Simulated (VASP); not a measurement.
OSZICAR of a VASP run on CdS (wurtzite):

**OSZICAR**
```
       N       E                     dE             d eps       ncg     rms          rms(c)
DAV:   1     0.223851550303E+03    0.22385E+03   -0.15198E+04  1864   0.121E+03
DAV:   2     0.786222695147E+00   -0.22307E+03   -0.21823E+03  2092   0.334E+02
DAV:   3    -0.132543239527E+02   -0.14041E+02   -0.13953E+02  2120   0.823E+01
DAV:   4    -0.134558602560E+02   -0.20154E+00   -0.20123E+00  2096   0.949E+00
DAV:   5    -0.134595250606E+02   -0.36648E-02   -0.36641E-02  2104   0.127E+00    0.106E+01
DAV:   6    -0.123623133630E+02    0.10972E+01   -0.25583E+00  2228   0.163E+01    0.839E+00
DAV:   7    -0.123507964998E+02    0.11517E-01   -0.83193E-01  2008   0.538E+00    0.414E+00
DAV:   8    -0.123470410468E+02    0.37555E-02   -0.93490E-02  1964   0.326E+00    0.114E+00
DAV:   9    -0.123463124028E+02    0.72864E-03   -0.68029E-03  2040   0.966E-01    0.300E-01
DAV:  10    -0.123463122965E+02    0.10628E-06   -0.37313E-03  2028   0.577E-01    0.932E-02
DAV:  11    -0.123466474071E+02   -0.33511E-03   -0.99964E-04  1932   0.329E-01    0.101E-01
DAV:  12    -0.123466730946E+02   -0.25688E-04   -0.12232E-04  2044   0.945E-02    0.315E-02
DAV:  13    -0.123466686726E+02    0.44220E-05   -0.37216E-05  2136   0.296E-02    0.180E-02
DAV:  14    -0.123466689384E+02   -0.26578E-06   -0.30426E-06  1744   0.140E-02
   1 F= -.12346669E+02 E0= -.12346669E+02  d E =-.540882E-14  mag=    -0.0000     0.0000    -0.0000
```

### Question
Which electronic solver shows in the log?

### Answer
It is blocked Davidson (ALGO = Normal, or the opening steps of other solvers). The INCAR had ALGO = Normal.

### Question
How was spin treated?

### Answer
With non-collinear spinors: mag has three components.

### Question
Can the final energy be trusted as converged?

### Answer
Self-consistency was reached. It stopped with EDIFF = 1E-6, NELM = 100 (PBE GGA with spin-orbit coupling, plane waves, VASP's PBE PAW potentials (set 64)).

The compound is CdS in the wurtzite structure. The cell was not relaxed at this level. The run is one of a series of settings (GGA_COMPAT = .FALSE., LSORBIT = .TRUE., MAGMOM = 0 0 0 0 0 0 0 0 0 0 0 0, program vasp_ncl against the base run), some of them coarse on purpose.
